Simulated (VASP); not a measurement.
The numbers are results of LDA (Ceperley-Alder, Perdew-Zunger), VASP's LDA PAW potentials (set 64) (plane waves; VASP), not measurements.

The input files of a VASP run:

KPOINTS:
```
K-points
0
Gamma
  16 16 16
0 0 0
```

### INCAR
```
ALGO=Normal
EDIFF=1E-7
ENCUT=520
ISIF=2
ISMEAR=1
LASPH=.True.
LCHARG=.False.
LMAXMIX=6
LREAL=.False.
LWAVE=.False.
NELM=100
PREC=Accurate
SIGMA=0.1
SYSTEM=W
```

**POSCAR**
```
W
1.0
 -1.5711696800   1.5711696800   1.5711696800
  1.5711696800  -1.5711696800   1.5711696800
  1.5711696800   1.5711696800  -1.5711696800
W
1
Direct
  0.0000000000   1.0000000000   0.0000000000
```

POTCAR, in this order: W_sv (LDA.64 set). Program: vasp_std.

Output

OUTCAR:
```
 ion  position               nearest neighbor table
   1  0.000  0.000  0.000-
  LATTYP: Found a body centered cubic cell.
 ALAT       =     3.1423393600
 Subroutine PRICEL returns:
 Original cell was already a primitive cell.
 Subroutine GETGRP returns: Found 48 space group operations
The static configuration has the point symmetry O_h .
The dynamic configuration has the point symmetry O_h .
 Subroutine INISYM returns: Found 48 space group operations
 Subroutine IBZKPT returns following result:
 Found    145 irreducible k-points:

 Following reciprocal coordinates:
            Coordinates               Weight
  0.000000  0.000000  0.000000      1.000000
  0.062500  0.000000  0.000000     12.000000
  0.125000  0.000000  0.000000     12.000000
  0.187500  0.000000  0.000000     12.000000
  0.250000  0.000000  0.000000     12.000000
  0.312500  0.000000  0.000000     12.000000
  0.375000  0.000000  0.000000     12.000000
  0.437500  0.000000  0.000000     12.000000
  0.500000  0.000000  0.000000      6.000000
  0.062500  0.062500  0.000000     24.000000
  0.125000  0.062500 -0.000000     48.000000
  0.187500  0.062500  0.000000     48.000000
  0.250000  0.062500  0.000000     48.000000
  0.312500  0.062500  0.000000     48.000000
  0.375000  0.062500  0.000000     48.000000
  0.437500  0.062500  0.000000     48.000000
  0.125000  0.125000  0.000000     24.000000
  0.187500  0.125000  0.000000     48.000000
  0.250000  0.125000 -0.000000     48.000000
  0.312500  0.125000 -0.000000     48.000000
  0.375000  0.125000  0.000000     48.000000
  0.437500  0.125000  0.000000     24.000000
  0.187500  0.187500  0.000000     24.000000
  0.250000  0.187500  0.000000     48.000000
  0.312500  0.187500  0.000000     48.000000
...
```

**OSZICAR**
```
       N       E                     dE             d eps       ncg     rms          rms(c)
DAV:   1     0.760046541747E+02    0.76005E+02   -0.78972E+03  3209   0.145E+03
DAV:   2    -0.130683074894E+02   -0.89073E+02   -0.85777E+02  3421   0.336E+02
DAV:   3    -0.147674383285E+02   -0.16991E+01   -0.16721E+01  3605   0.446E+01
DAV:   4    -0.147782398402E+02   -0.10802E-01   -0.10798E-01  3454   0.357E+00
DAV:   5    -0.147783075268E+02   -0.67687E-04   -0.67686E-04  3553   0.315E-01    0.220E+01
DAV:   6    -0.142505565055E+02    0.52775E+00   -0.58216E-01  3397   0.985E+00    0.877E+00
DAV:   7    -0.141151129378E+02    0.13544E+00   -0.28061E-01  3523   0.633E+00    0.501E-01
DAV:   8    -0.141092940338E+02    0.58189E-02   -0.42285E-03  3295   0.101E+00    0.785E-02
DAV:   9    -0.141092952184E+02   -0.11845E-05   -0.54849E-05  3670   0.945E-02    0.548E-02
DAV:  10    -0.141092975854E+02   -0.23670E-05   -0.76915E-06  3445   0.402E-02    0.892E-03
DAV:  11    -0.141092975580E+02    0.27401E-07   -0.15638E-07  2642   0.480E-03
   1 F= -.14109298E+02 E0= -.14109055E+02  d E =-.726402E-03
```

File OUTCAR:
```
------------------------ aborting loop because EDIFF is reached ----------------------------------------
  FORCE on cell =-STRESS in cart. coord.  units (eV):
  Direction    XX          YY          ZZ          XY          YZ          ZX
  --------------------------------------------------------------------------------------
  Total       -0.0546612     -0.0546612     -0.0546612      0.0000000      0.0000000      0.0000000
  in kB       -5.6449516     -5.6449516     -5.6449516      0.0000000      0.0000000      0.0000000
  external PRESSURE =      -5.6449516 kB  Pullay stress =       0.0000000 kB
  volume of cell :       15.51
      direct lattice vectors                 reciprocal lattice vectors
    -1.571169680  1.571169680  1.571169680     0.000000000  0.318234247  0.318234247
     1.571169680 -1.571169680  1.571169680     0.318234247  0.000000000  0.318234247
     1.571169680  1.571169680 -1.571169680     0.318234247  0.318234247  0.000000000
 POSITION                                       TOTAL-FORCE (eV/Angst)
 -----------------------------------------------------------------------------------
      0.00000      0.00000      0.00000        -0.000000      0.000000      0.000000
 -----------------------------------------------------------------------------------
    total drift:                                0.000000     -0.000000      0.000000
  FREE ENERGIE OF THE ION-ELECTRON SYSTEM (eV)
  ---------------------------------------------------
  free  energy   TOTEN  =       -14.1092975580 eV

  energy  without entropy=      -14.1085711560  energy(sigma->0) =      -14.10905542
```
(Selected blocks of OUTCAR.)

The compound is W in the bcc structure. It was relaxed first.
